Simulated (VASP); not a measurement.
Given:

```yaml
crystal:
  lattice:
    - [0.00000, 2.78790, 2.78790]
    - [2.78790, 0.00000, 2.78790]
    - [2.78790, 2.78790, 0.00000]
  atoms:
    - { symbol: Si, position: [0.00000, 0.00000, 0.00000] }
    - { symbol: Si, position: [0.25000, 0.25000, 0.25000] }
```

Method: PBE GGA, VASP's PBE PAW potentials (set 64) (plane waves; VASP 6.6.1). Numerical set-up: 520 eV cut-off, 8×8×8 Γ-centred mesh, Gaussian smearing of 0.050 eV, potentials Si.

Task: Give the stress tensor in GPa (positive for a compressed cell).

Result: 
```
-4.56   0.00   0.00
 0.00  -4.56   0.00
 0.00   0.00  -4.56
```
The pressure is its mean diagonal, -4.56 GPa.

The compound is Si in the diamond structure. This cell is one point of a volume scan, at 1.06 of the reference volume.
